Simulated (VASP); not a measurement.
A convergence study with VASP on ZnF2 (rutile): one setting is varied, all else stays as given below, so the limit is that of these other settings.

```
CELL_PARAMETERS angstrom
      4.70000     0.00000     0.00000
      0.00000     4.70000     0.00000
      0.00000     0.00000     3.13000
ATOMIC_POSITIONS crystal
  Zn 0.00000 0.00000 0.00000
  Zn 0.50000 0.50000 0.50000
  F  0.30300 0.30300 0.00000
  F  0.80300 0.19700 0.50000
  F  0.19700 0.80300 0.50000
  F  0.69700 0.69700 0.00000
```

Level of theory: PBE GGA, VASP's PBE PAW potentials (set 64) (plane waves; VASP 6.6.1). The tightest run used: 700 eV cut-off, 8×8×12 Monkhorst-Pack mesh, Gaussian smearing of 0.050 eV, potentials Zn F.

### Question
The settings run are 1×1×1 mesh; 1×1×2 mesh; 2×2×3 mesh; 2×2×4 mesh; 3×3×5 mesh; 4×4×6 mesh; 4×4×7 mesh; 5×5×8 mesh; 6×6×9 mesh; 6×6×10 mesh; 7×7×11 mesh; 8×8×12 mesh. From which on does the stress (every component) stay within 0.5 GPa of the tightest run?

### Answer
From 2×2×3 mesh on: it is off by 0.23 there and by no more than 0.5 in any finer run, while 1×1×2 mesh is off by 5.65.
```csv
setting,E (eV/atom),pressure (GPa),largest force (eV/Å),irreducible k-points,difference judged (GPa)
1×1×1 mesh,-3.1137,16.42,0.282,1,13.44
1×1×2 mesh,-3.8700,5.73,0.199,1,5.65
2×2×3 mesh,-3.8605,6.87,0.042,2,0.23
2×2×4 mesh,-3.8623,6.83,0.035,2,0.05
3×3×5 mesh,-3.8609,6.86,0.028,9,0.00
4×4×6 mesh,-3.8610,6.84,0.028,9,0.02
4×4×7 mesh,-3.8610,6.84,0.028,12,0.02
5×5×8 mesh,-3.8610,6.85,0.028,24,0.00
6×6×9 mesh,-3.8610,6.84,0.028,30,0.01
6×6×10 mesh,-3.8610,6.84,0.028,30,0.02
7×7×11 mesh,-3.8610,6.86,0.028,60,0.00
8×8×12 mesh,-3.8610,6.86,0.028,60,0.00
```

Left out are rungs that failed or repeat a setting and relaxations that didn't move; long series are thinned to 24 rows.

The compound is ZnF2 in the rutile structure. The cell was not relaxed at this level, forces remain on its atoms.
